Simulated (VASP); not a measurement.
```
Ir
1.0
    0.00000     1.92121     1.92121
    1.92121     0.00000     1.92121
    1.92121     1.92121     0.00000
Ir
1
Direct
  0.00000   0.00000   0.00000
```

Method: PBE GGA with D3 dispersion (Becke-Johnson damping), VASP's PBE PAW potentials (set 64) (plane waves; VASP). Settings: 400 eV cut-off, 18×18×18 Γ-centred mesh, tetrahedra with Blöchl corrections, potentials Ir.

Unless said otherwise, spin-orbit coupling is left out, though it shifts the bands of the heavy elements here.

Q: What does the run give for the energy per atom (σ→0), band gap (on the k-mesh) with the smallest direct gap where there is one?

A: 
```yaml
band gap (on the k-mesh): none (metal, semimetal or under 0.01 eV)
energy per atom (σ→0): -9.574 eV/atom
```

The absolute energy has meaning only against runs of the same code, potentials and settings.

The structure comes from a measured Ir entry (Fm-3m) of the Crystallography Open Database, whose conditions weren't checked. It was relaxed first.
